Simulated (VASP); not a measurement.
Computed with PBEsol GGA, VASP's PBE PAW potentials (set 64) (plane waves; VASP).

The input files of a VASP run:

**POSCAR**
```
BN
1.0
  0.0000000000   1.7957790146   1.7957790146
  1.7957790146   0.0000000000   1.7957790146
  1.7957790146   1.7957790146   0.0000000000
B N
1 1
Cart
  0.0000000000   0.0000000000   0.0000000000
  0.8978895073   0.8978895073   0.8978895073
```

**KPOINTS**
```
Automatic mesh
0
Gamma
12 12 12
0 0 0
```

### INCAR
```
PSTRESS=50
IBRION=2
SIGMA=0.05
LWAVE=.FALSE.
GGA=PS
LREAL=.FALSE.   ! projection in real space or not
LCHARG=.FALSE.
ENCUT=600   ! plane-wave cut-off (eV)
PREC=Accurate
LASPH=.TRUE.   ! aspherical one-centre terms
NELM=100
EDIFFG=-0.01   ! ionic stop
ALGO=Normal   ! blocked Davidson
ISMEAR=0
EDIFF=1E-7
ISIF=3   ! ions, shape and volume
SYSTEM=BN
NSW=40
```

POTCAR, in this order: B N (PBE.64 set). Program: vasp_std.

The run wrote:

**OUTCAR**
```
 ion  position               nearest neighbor table
   1  0.000  0.000  0.000-   2 1.56   2 1.56   2 1.56   2 1.56
   2  0.250  0.250  0.250-   1 1.56   1 1.56   1 1.56   1 1.56
  LATTYP: Found a face centered cubic cell.
 ALAT       =     3.5915580292
 Subroutine PRICEL returns:
 Original cell was already a primitive cell.
 Subroutine GETGRP returns: Found 24 space group operations
The static configuration has the point symmetry T_d .
The dynamic configuration has the point symmetry T_d .
 Subroutine INISYM returns: Found 24 space group operations
 Subroutine IBZKPT returns following result:
 Found     72 irreducible k-points:

 Following reciprocal coordinates:
            Coordinates               Weight
  0.000000  0.000000  0.000000      1.000000
  0.083333  0.000000  0.000000      8.000000
  0.166667  0.000000  0.000000      8.000000
  0.250000  0.000000  0.000000      8.000000
  0.333333  0.000000  0.000000      8.000000
  0.416667  0.000000  0.000000      8.000000
  0.500000  0.000000  0.000000      4.000000
  0.083333  0.083333  0.000000      6.000000
  0.166667  0.083333  0.000000     24.000000
...
```

File OSZICAR:
```
       N       E                     dE             d eps       ncg     rms          rms(c)
DAV:   1     0.135736535797E+02    0.13574E+02   -0.57335E+03  1200   0.113E+03
DAV:   2    -0.190737330993E+02   -0.32647E+02   -0.31377E+02  1664   0.207E+02
DAV:   3    -0.193244808129E+02   -0.25075E+00   -0.25075E+00  1288   0.210E+01
DAV:   4    -0.193247990011E+02   -0.31819E-03   -0.31819E-03  1664   0.655E-01
DAV:   5    -0.193247990544E+02   -0.53253E-07   -0.53253E-07  1208   0.663E-03    0.665E+00
DAV:   6    -0.184602064154E+02    0.86459E+00   -0.31368E+00  1552   0.136E+01    0.332E+00
DAV:   7    -0.183691320335E+02    0.91074E-01   -0.10524E-01  1504   0.305E+00    0.188E+00
DAV:   8    -0.183479263334E+02    0.21206E-01   -0.42254E-02  1320   0.173E+00    0.188E-01
DAV:   9    -0.183479455085E+02   -0.19175E-04   -0.39641E-04  1192   0.237E-01    0.754E-02
DAV:  10    -0.183479605349E+02   -0.15026E-04   -0.72084E-05  1640   0.925E-02    0.134E-02
DAV:  11    -0.183479620591E+02   -0.15242E-05   -0.26242E-06  1320   0.155E-02    0.486E-03
DAV:  12    -0.183479620984E+02   -0.39253E-07   -0.67012E-07  1344   0.698E-03
   1 F= -.17986512E+02 E0= -.17986512E+02  d E =-.179865E+02
```

**OUTCAR**
```
------------------------ aborting loop because EDIFF is reached ----------------------------------------
  FORCE on cell =-STRESS in cart. coord.  units (eV):
  Direction    XX          YY          ZZ          XY          YZ          ZX
  --------------------------------------------------------------------------------------
  Total        0.3620975      0.3620975      0.3620975      0.0000000      0.0000000      0.0000000
  in kB       50.0895875     50.0895875     50.0895875      0.0000000      0.0000000      0.0000000
  external PRESSURE =       0.0895875 kB  Pullay stress =      50.0000000 kB
  volume of cell :       11.58
      direct lattice vectors                 reciprocal lattice vectors
     0.000000000  1.795779015  1.795779015    -0.278430696  0.278430696  0.278430696
     1.795779015  0.000000000  1.795779015     0.278430696 -0.278430696  0.278430696
     1.795779015  1.795779015  0.000000000     0.278430696  0.278430696 -0.278430696
  FREE ENERGIE OF THE ION-ELECTRON SYSTEM (eV)
  ---------------------------------------------------
  free  energy   TOTEN  =       -18.3479620984 eV

  energy  without entropy=      -18.3479620984  energy(sigma->0) =      -18.34796210
  enthalpy is  TOTEN    =       -17.9865122109 eV   P V=        0.3614498875

 reached required accuracy - stopping structural energy minimisation
```
(Selected blocks of OUTCAR.)

File OUTCAR:
```
 val. band max:        7.6049527895   @ k =   0.0000   0.0000   0.0000

 cond. band min:      11.9017115419   @ k =   0.5000   0.5000   0.0000


 Fermi energy:         7.8807199552

 k-point     1 :       0.0000    0.0000    0.0000
  band No.  band energies     occupation
      1     -12.8724      2.00000
      2       7.6050      2.00000
      3       7.6050      2.00000
      4       7.6050      2.00000
      5      16.4580      0.00000
      6      16.4580      0.00000
      7      16.4580      0.00000
      8      18.1899      0.00000

 k-point     2 :       0.0833    0.0000    0.0000
  band No.  band energies     occupation
      1     -12.6999      2.00000
      2       6.6736      2.00000
      3       7.4188      2.00000
      4       7.4188      2.00000
      5      16.6880      0.00000
      6      16.7398      0.00000
      7      16.7398      0.00000
      8      18.7475      0.00000

 k-point     3 :       0.1667    0.0000    0.0000
  band No.  band energies     occupation
      1     -12.1881      2.00000
      2       4.5314      2.00000
      3       6.9669      2.00000
      4       6.9669      2.00000
      5      17.0449      0.00000
      6      17.3906      0.00000
      7      17.3906      0.00000
      8      20.0545      0.00000

 k-point     4 :       0.2500    0.0000    0.0000
  band No.  band energies     occupation
      1     -11.3596      2.00000
      2       2.0138      2.00000
      3       6.4471      2.00000
      4       6.4471      2.00000
      5      17.3874      0.00000
      6      18.0024      0.00000
      7      18.0024      0.00000
      8      21.3420      0.00000

 k-point     5 :       0.3333    0.0000    0.0000
  band No.  band energies     occupation
      1     -10.2749      2.00000
      2      -0.4314      2.00000
      3       6.0048      2.00000
      4       6.0048      2.00000
      5      17.6848      0.00000
      6      18.3020      0.00000
      7      18.3020      0.00000
...
```

The compound is BN in the zinc blende structure. It was relaxed first under an external pressure of 5 GPa.
